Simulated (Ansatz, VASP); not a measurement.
**Mo10W17 (random alloy of the bcc Mo-W line, x = 0.6296) in two plane-wave programs**

Wanted: the spread between two codes on one cell, functional and k mesh. The structure shown is the start of the Ansatz relaxation below; VASP solves that cell, so the two are compared at the walk's first step.

Method: plane waves, with VASP 6.6.1 beside it; single point at PBE, in Ansatz 0.2.0.

## (1) The structure

The cell holds 54 atoms: 20 Mo and 34 W. Its edges and angles: a = 9.527 Å, b = 9.527 Å, c = 9.527 Å, α = 90.0°, β = 90.0°, γ = 90.0°. It derives from Mo (bcc Mo-W), repeated 3×3×3. Bcc Mo-W: 54 atoms, 34 of 54 Mo sites given to W at random, cell and internal coordinates interpolated linearly between the end members (Vegard's rule); (so at first; earlier steps may have moved the atoms), displaced by a Gaussian of 0.02 A. Lattice constants are starting values near those of PBE.

## (2) Ansatz: relaxation, PBE

Ansatz runs on its default PAW (the set named soft_2) files.

The two programs are compared at the cell with which this relaxation starts, whose forces are those of its first step.

Contents of input.yaml:

```yaml
crystal:
  lattice:
    - [9.52688, 0.0, 0.0]
    - [0.0, 9.52688, 0.0]
    - [0.0, 0.0, 9.52688]
  atoms:
    - { symbol: Mo, position: [0.00341, 0.99872, 0.99889] }
    - { symbol: Mo, position: [0.16441, 0.16848, 0.16183] }
    - { symbol: W, position: [0.00366, 0.9984, 0.334] }
    - { symbol: Mo, position: [0.16614, 0.16974, 0.49568] }
    - { symbol: W, position: [0.99932, 0.99919, 0.66905] }
    - { symbol: Mo, position: [0.16436, 0.1663, 0.83149] }
    - { symbol: W, position: [9.0e-05, 0.33456, 0.99769] }
    - { symbol: W, position: [0.16907, 0.50189, 0.16772] }
    - { symbol: W, position: [0.00189, 0.3319, 0.33308] }
    - { symbol: W, position: [0.1647, 0.49944, 0.50111] }
    - { symbol: Mo, position: [0.99855, 0.3325, 0.66522] }
    - { symbol: W, position: [0.16489, 0.49859, 0.83331] }
    - { symbol: W, position: [0.99765, 0.66716, 0.00348] }
    - { symbol: W, position: [0.16822, 0.83293, 0.1648] }
    - { symbol: Mo, position: [0.99843, 0.67022, 0.33344] }
    - { symbol: W, position: [0.16533, 0.83373, 0.50441] }
    - { symbol: Mo, position: [0.00025, 0.66796, 0.6673] }
    - { symbol: Mo, position: [0.16593, 0.83093, 0.8326] }
    - { symbol: W, position: [0.33289, 0.00123, 0.00176] }
    - { symbol: W, position: [0.50195, 0.16727, 0.16852] }
    - { symbol: W, position: [0.33175, 0.00263, 0.33441] }
    - { symbol: W, position: [0.49937, 0.16769, 0.49984] }
    - { symbol: W, position: [0.33571, 0.00319, 0.67125] }
    - { symbol: W, position: [0.49707, 0.16364, 0.83227] }
    - { symbol: W, position: [0.33367, 0.33517, 0.00066] }
    - { symbol: Mo, position: [0.49575, 0.49936, 0.1684] }
    - { symbol: W, position: [0.33382, 0.33493, 0.33287] }
    - { symbol: Mo, position: [0.49958, 0.50039, 0.50086] }
    - { symbol: Mo, position: [0.33375, 0.33358, 0.66526] }
    - { symbol: Mo, position: [0.50079, 0.50026, 0.8357] }
    - { symbol: W, position: [0.33585, 0.66706, 0.99921] }
    - { symbol: W, position: [0.49866, 0.83422, 0.16683] }
    - { symbol: Mo, position: [0.33261, 0.66676, 0.33203] }
    - { symbol: W, position: [0.50147, 0.83239, 0.50257] }
    - { symbol: W, position: [0.33418, 0.66791, 0.66437] }
    - { symbol: W, position: [0.50036, 0.83489, 0.83133] }
    - { symbol: W, position: [0.66611, 7.0e-05, 0.99712] }
    - { symbol: W, position: [0.83399, 0.16844, 0.16486] }
    - { symbol: W, position: [0.6674, 0.99725, 0.33325] }
    - { symbol: W, position: [0.82994, 0.16902, 0.50086] }
    - { symbol: Mo, position: [0.66661, 0.99837, 0.66934] }
    - { symbol: Mo, position: [0.83746, 0.16277, 0.83593] }
    - { symbol: W, position: [0.67008, 0.33404, 0.99748] }
    - { symbol: Mo, position: [0.83515, 0.49962, 0.1654] }
    - { symbol: Mo, position: [0.66408, 0.33449, 0.335] }
    - { symbol: W, position: [0.83202, 0.50109, 0.4976] }
    - { symbol: W, position: [0.66835, 0.33343, 0.66627] }
    - { symbol: Mo, position: [0.83312, 0.50182, 0.83491] }
    - { symbol: W, position: [0.66778, 0.66696, 0.00016] }
    - { symbol: W, position: [0.83463, 0.83382, 0.1681] }
    - { symbol: Mo, position: [0.66602, 0.66156, 0.33551] }
    - { symbol: W, position: [0.83792, 0.83426, 0.49979] }
    - { symbol: W, position: [0.66638, 0.66642, 0.6667] }
    - { symbol: Mo, position: [0.83098, 0.83225, 0.83124] }
kpoints:
  mp_grid: { grid: [2, 2, 2] }
hamiltonian:
  xc: pbe
scf:
  occupations: { method: fermi_dirac, width: 0.1 }
output:
  forces: true
relax:
  f_tol: 0.04
  max_steps: 150
  cell: {}
```

Run with:

```bash
$ ansatz run input.yaml --threads 5 --pin off --max-ram 76800MiB --backend cuda --events-out ev --progress --plain --runs-dir out
```

Numbers of over 12 decimals in the logs are rounded to 6 here.

Output:

```text
Engine: ansatz 0.2.0, x86_64-unknown-linux-gnu
Pseudopotentials: kind: paw
Pseudopotential: Mo, paw, valence charge 14, recommended cutoff 420 eV (normal), Mo.paw.azcp
Pseudopotential: W, paw, valence charge 14, recommended cutoff 420 eV (normal), W.paw.azcp
Functional definition: PBE
  parameter kappa = 0.804
  parameter beta = 0.066725
  exchange = pbe_x(kappa = kappa, mu = beta*pi^2/3)
  correlation = pbe_c(beta = beta)
concurrent solve slots: 4 of 5 are kept, ahead of what memory takes: no pass of the eigensolver takes more rounds on 4
device memory: the entry about to start is reckoned to put 12.8 GiB on a device that reports 71.3 GiB free
GPU FFT provider: cuFFT
GPU libraries: cuBLAS 13.8.2, cuFFT 12.4.0, cuSOLVER 12.3.4
Crystal: 54 atoms, lattice volume = 864.673 Å³
Basis set: ecut = 420 eV, 16879 PW (Γ), exchange–correlation on 128×128×128 points (8 copies of the dense FFT grid, shifted against one another)
Bands: 454, of which v1, the nominal top of the filled ones, is band 378 counted from 1 (377 counted from 0)
Symmetry: 1 space group operations
Space group: P1 (ITA 1), of the structure as read, at distance tolerance 9.5e-5 Å
k-points: 8
Non-local potential: Mo, projectors of the file, l = 0: 3, l = 1: 2, l = 2: 2, l = 3: 1
Non-local potential: W, projectors of the file, l = 0: 3, l = 1: 2, l = 2: 2, l = 3: 1
PAW form: soft (Blöchl's): semilocal exchange-correlation on the pseudo side does not see the compensation charge
PAW one-centre angular grid: Mo, 590 points (default); XC on 64 Gauss nodes
PAW one-centre angular grid: W, 590 points (default); XC on 64 Gauss nodes
Initial density: superposition of atomic densities (neutral atoms: chi_scale 0, normalization atom), corrected by the library's trained network
Initial wavefunctions: pseudopotential atomic-orbital guess
GPU buffer pool allocated for 262144 grid points (all kernels)
GPU transforms: local potential and band sums: pruned to the plane-wave sphere, on 64×64×64
Functional: x = pbe(κ = 0.804, μ = 0.219515), c = pbe(β = 0.066725)
SCF iter   1: F=—  HF=-452205.325332 eV  |F-HF|=—  |Δ(HF+E_count)|=         —  Δρ=2.90e-3  dr2=2.34e-1  ethr=1.77e-3  ⟨swp⟩=4.1  Hψ=13165  notcnv=0
preconditioner: auto → Kerker (q_TF=auto, 2.668 Å⁻¹)  [metal: Δε(μ)=0.014 eV  Ē_g=4.720 eV  σ=0.100 eV  W_gap=0.03  n_scr=256 (ndim 8)  ℏωp=22.7 eV  f_vac=0.000  D(μ)=23.79/eV (n_scr^D=170)]
SCF iter   2: F=—  HF=-452205.310548 eV  |F-HF|=—  |Δ(HF+E_count)|=   1.48e-2  Δρ=1.63e-3  dr2=7.80e-2  ethr=3.09e-5  ⟨swp⟩=1.0  Hψ=4184  notcnv=0
SCF iter   3: F=—  HF=-452205.310111 eV  |F-HF|=—  |Δ(HF+E_count)|=   4.37e-4  Δρ=1.90e-4  dr2=8.95e-4  ethr=1.03e-5  ⟨swp⟩=2.0  Hψ=3762  notcnv=0
SCF iter   4: F=—  HF=-452205.306048 eV  |F-HF|=—  |Δ(HF+E_count)|=   4.06e-3  Δρ=4.68e-5  dr2=1.23e-4  ethr=1.18e-7  ⟨swp⟩=2.0  Hψ=4935  notcnv=0
SCF iter   5: F=—  HF=-452205.306040 eV  |F-HF|=—  |Δ(HF+E_count)|=   7.30e-6  Δρ=1.48e-5  dr2=3.68e-6  ethr=1.62e-8  ⟨swp⟩=2.0  Hψ=3792  notcnv=0
SCF iter   6: F=—  HF=-452205.311734 eV  |F-HF|=—  |Δ(HF+E_count)|=   5.69e-3  Δρ=3.23e-6  dr2=1.75e-7  ethr=4.87e-10  ⟨swp⟩=2.0  Hψ=5053  notcnv=0
SCF iter   7: F=-452205.311734 eV  HF=-452205.311734 eV  |F-HF|=2.44e-9  |Δ(HF+E_count)|=   1.94e-8  Δρ=5.45e-7  dr2=3.77e-9  ethr=1.32e-11  ⟨swp⟩=3.8  Hψ=9661  notcnv=0
SCF 1 converged in 7 iterations: F = -452205.311734 eV  dr2 = 3.77e-9
  greatest PAW one-centre occupation: 1.000 electrons in one spin orbital (limit 2), on the W atom at site 42 (counted from 0), in its partial waves of l = 0
relax step   1: F+E_penalty+E_count = -452205.31173367 eV  Δ(F+E_penalty+E_count) = +0.000e0 eV  max|allowed force component| = 8.642e-1 eV/Å  Δτ_max = 0.0000 Å  P = -0.031 GPa  Ω = 864.673 Å³  (7 SCF iters, dr2 threshold 1.00e-7 eV, accepted)
concurrent solve slots: 4 of 5 are kept, ahead of what memory takes: no pass of the eigensolver takes more rounds on 4
device memory: the entry about to start is reckoned to put 11.9 GiB (of the 12.8 GiB reckoned in all, the device holds 0.9 GiB already) on a device that reports 70.4 GiB free
GPU FFT provider: cuFFT
GPU libraries: cuBLAS 13.8.2, cuFFT 12.4.0, cuSOLVER 12.3.4
Crystal: 54 atoms, lattice volume = 858.195 Å³
Basis set: ecut = 420 eV, 16831 PW (Γ), exchange–correlation on 128×128×128 points (8 copies of the dense FFT grid, shifted against one another)
Initial density: handed on by an earlier stage of this run
Initial wavefunctions: those handed on with the density
GPU buffer pool allocated for 262144 grid points (all kernels)
GPU transforms: local potential and band sums: pruned to the plane-wave sphere, on 64×64×64
iter 1 solved again at ethr=4.72e-4 eV; its pass at ethr=3.10e-3 eV (dr2=3.57e0 eV) is discarded
SCF iter   1: F=—  HF=-452204.332037 eV  |F-HF|=—  |Δ(HF+E_count)|=         —  Δρ=1.73e-2  dr2=3.72e0  ethr=4.72e-4  ⟨swp⟩=1.0  Hψ=16376  notcnv=0
[...]
--- Relaxed structure (5 steps of the walk, 4 accepted, 1 SCFs on fresh bases) ---
  F+E_penalty+E_count = -452205.73804529 eV   max|allowed force component| = 1.164e-3 eV/Å   (the final SCF, on the basis selected at the relaxed cell)
  cell:  # Å, volume = 863.9597 Å³
    - [9.523837, 0.000283588, -6.775943768645327e-5]
    - [0.000283588, 9.524436, 0.000110441]
    - [-6.775943768645327e-5, 0.000110441, 9.524502]
  atoms:
    - { symbol: Mo, position: [6.0438292675504213e-5, 1.000194, 0.999766] }
    - { symbol: Mo, position: [0.166550, 0.166894, 0.166448] }
    - { symbol: W, position: [0.000216046, 1.000396, 0.333612] }
    - { symbol: Mo, position: [0.166671, 0.167128, 0.500349] }
    - { symbol: W, position: [1.000151, 1.000276, 0.666967] }
    - { symbol: Mo, position: [0.166561, 0.167101, 0.833380] }
    - { symbol: W, position: [-0.000123341, 0.333599, 0.999935] }
    - { symbol: W, position: [0.166732, 0.500362, 0.166793] }
    - { symbol: W, position: [0.000205676, 0.333549, 0.333377] }
    - { symbol: W, position: [0.166486, 0.500173, 0.500409] }
    - { symbol: Mo, position: [1.000006, 0.333481, 0.666699] }
    - { symbol: W, position: [0.166532, 0.499917, 0.833029] }
    - { symbol: W, position: [0.999774, 0.666751, -0.000214129] }
    - { symbol: W, position: [0.166530, 0.833409, 0.166660] }
    - { symbol: Mo, position: [0.999911, 0.666716, 0.333445] }
    - { symbol: W, position: [0.166551, 0.833089, 0.500031] }
    - { symbol: Mo, position: [-1.1773478862895538e-5, 0.666884, 0.666695] }
    - { symbol: Mo, position: [0.166466, 0.833502, 0.833422] }
    - { symbol: W, position: [0.333013, 0.000278556, -0.000121399] }
    - { symbol: W, position: [0.500182, 0.167236, 0.166709] }
    - { symbol: W, position: [0.333179, 0.000426738, 0.333493] }
    - { symbol: W, position: [0.500161, 0.167148, 0.500360] }
    - { symbol: W, position: [0.332872, 0.000250556, 0.666754] }
    - { symbol: W, position: [0.500018, 0.167003, 0.833167] }
    - { symbol: W, position: [0.333334, 0.333628, 6.825949927811965e-5] }
    - { symbol: Mo, position: [0.500229, 0.500170, 0.166688] }
    - { symbol: W, position: [0.333291, 0.333684, 0.333557] }
    - { symbol: Mo, position: [0.500117, 0.500098, 0.500034] }
    - { symbol: Mo, position: [0.333354, 0.333674, 0.666548] }
    - { symbol: Mo, position: [0.500038, 0.500071, 0.833442] }
    - { symbol: W, position: [0.333398, 0.666708, 0.999871] }
    - { symbol: W, position: [0.500049, 0.833141, 0.166774] }
    - { symbol: Mo, position: [0.333501, 0.666610, 0.333548] }
    - { symbol: W, position: [0.500157, 0.833381, 0.500131] }
    - { symbol: W, position: [0.333510, 0.666686, 0.666682] }
    - { symbol: W, position: [0.500260, 0.833599, 0.833285] }
    - { symbol: W, position: [0.667060, 0.0002157, 0.999813] }
    - { symbol: W, position: [0.833484, 0.167018, 0.166563] }
    - { symbol: W, position: [0.666837, 1.000098, 0.333478] }
    - { symbol: W, position: [0.833342, 0.167181, 0.500282] }
    - { symbol: Mo, position: [0.667015, 1.000253, 0.666678] }
    - { symbol: Mo, position: [0.833596, 0.166914, 0.833376] }
    - { symbol: W, position: [0.666988, 0.333981, 0.999823] }
    - { symbol: Mo, position: [0.833256, 0.500125, 0.166693] }
    - { symbol: Mo, position: [0.666773, 0.333906, 0.333506] }
    - { symbol: W, position: [0.833636, 0.500210, 0.500114] }
    - { symbol: W, position: [0.666853, 0.333958, 0.666897] }
    - { symbol: Mo, position: [0.833578, 0.500143, 0.833312] }
    - { symbol: W, position: [0.666995, 0.666477, -6.70219884628903e-5] }
    - { symbol: W, position: [0.833603, 0.833380, 0.166628] }
    - { symbol: Mo, position: [0.666794, 0.666589, 0.333460] }
    - { symbol: W, position: [0.833465, 0.833216, 0.500265] }
    - { symbol: W, position: [0.666816, 0.666509, 0.666790] }
    - { symbol: Mo, position: [0.833527, 0.833502, 0.833358] }
```

(Continued in part 2 of 2.)

[Lines on the potential files, build, host, timing and source positions are cut from VASP's logs without a mark.]

[Logs are printed without paths, hosts, clocks, repeated set-up lines and the standing remarks that a program may print on its own settings, such as how far it seeks lower states.]

[Hosts, paths, dates, database ids (printed as entryN), source tags and the programs' standing remarks are cut or masked in the printed files.]
